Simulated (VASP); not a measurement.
A convergence study with VASP on MoSe2: one setting is varied, all else stays as given below, so the limit is that of these other settings.

```xyz
6
Lattice="3.2736 0.0000 0.0000 -1.6368 2.8350 0.0000 0.0000 0.0000 23.7519" Properties=species:S:1:pos:R:3 pbc="T T T"
Mo     1.6368     0.9450     8.6596
Mo     0.0000     1.8900    15.0923
Se     1.6368     0.9450    16.7519
Se     0.0000     1.8900    10.3192
Se     0.0000     1.8900     7.0000
Se     1.6368     0.9450    13.4326
```

These are PBEsol GGA, VASP's PBE PAW potentials (set 64) (plane waves; VASP) values and carry that method's errors. The tightest run used: 600 eV cut-off, 8×8×1 Γ-centred mesh, Fermi-Dirac smearing of 0.050 eV, potentials Mo_sv Se.

```json
[
 {"setting": "ENCUT = 150", "E (eV/atom)": "-6.1237", "plane waves": "941"},
 {"setting": "ENCUT = 180", "E (eV/atom)": "-6.9930", "plane waves": "1239"},
 {"setting": "ENCUT = 210", "E (eV/atom)": "-7.1578", "plane waves": "1548"}
]
```

Task: These are the cheaper rows. Estimate the results at ENCUT = 600, and how far the last row shown lies from them.

Result: 
| quantity | tightest run | last row shown is off by |
|---|---|---|
| E (eV/atom) | -7.2036 | 0.0458 |

Left out are rungs that failed or repeat a setting and relaxations that didn't move; long series are thinned to 24 rows.

The cell is a sheet or thin cut with vacuum, built from a generated structure.
